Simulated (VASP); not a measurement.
Energy against volume of SrTe (rock salt). Level of theory: PBE GGA with D3 dispersion (zero damping), VASP's PBE PAW potentials (set 64) (plane waves; VASP). Settings: 520 eV cut-off, 7×7×7 Γ-centred mesh, Gaussian smearing of 0.050 eV, potentials Sr_sv Te.

```
V (Å³/atom)  E (eV/atom)
-----------  -----------
35.906          -4.36035
37.016          -4.36408
38.127          -4.36061
39.237          -4.35097
```

Fit these four points and predict the energy of the run at 34.795 Å³/atom.

A cubic in V^(−2/3), the third-order Birch-Murnaghan form, passes through the four points with V0 = 37.01 Å³/atom and B0 = 35 GPa, and gives -4.3482 eV/atom there. The run gave -4.3482 eV/atom, +0.0 meV/atom from the fit; all five points give B0 = 35 GPa.

The compound is SrTe in the rock salt structure. It was relaxed first.
